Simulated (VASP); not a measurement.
VASP input:

File POSCAR:
```
TaC
1
    0.0000000000     2.2540546700     2.2540546700
    2.2540546700     0.0000000000     2.2540546700
    2.2540546700     2.2540546700     0.0000000000
Ta C
1 1
Direct
  0.0000000000   0.0000000000   0.0000000000
  0.5000000000   0.5000000000   0.5000000000
```

File KPOINTS:
```
Automatic mesh
0
Gamma
14 14 14
0 0 0
```

**INCAR**
```
! general
SYSTEM =TaC
PREC   =Accurate
ENCUT  =520
LREAL  =.FALSE.
LASPH  =.TRUE.

! electronic loop
EDIFF  =1E-7
NELM   =100
ALGO   =Normal
LMAXMIX=6

! smearing
ISMEAR =1
SIGMA  =0.1

! ions
ISIF   =2

! output
LWAVE  =.FALSE.
LCHARG =.FALSE.
```

POTCAR, in this order: Ta_pv C (LDA.64 set). Program: vasp_std.

**Question.** Translate this LDA calculation to Quantum ESPRESSO's pw.x.

**Answer.** One equivalent input (not run):
```
&CONTROL
  calculation = 'scf'
  pseudo_dir = './pseudo'
  outdir = './out'
  tprnfor = .true.
  tstress = .true.
/
&SYSTEM
  ibrav = 0
  nat = 2
  ntyp = 2
  ecutwfc = 82
  occupations = 'smearing'
  smearing = 'methfessel-paxton'
  degauss = 0.00735
  input_dft = 'pz'
/
&ELECTRONS
  conv_thr = 7.3e-09
  electron_maxstep = 100
/
ATOMIC_SPECIES
  Ta 180.948 Ta.upf
  C 12.011 C.upf
CELL_PARAMETERS angstrom
     0.0000000    2.2540547    2.2540547
     2.2540547    0.0000000    2.2540547
     2.2540547    2.2540547    0.0000000
ATOMIC_POSITIONS crystal
  Ta   0.0000000  0.0000000  0.0000000
  C    0.5000000  0.5000000  0.5000000
K_POINTS automatic
  14 14 14 0 0 0
```
What does not carry over: the potentials are each code's own (VASP's PAW set, PseudoDojo norm-conserving files in pw.x), so ENCUT and ecutwfc are chosen apart and not converted; conv_thr bounds pw.x's estimated SCF error, while EDIFF bounds the energy change between steps.

The compound is TaC in the rock salt structure. This cell is one point of a volume scan, at 1.06 of the reference volume.
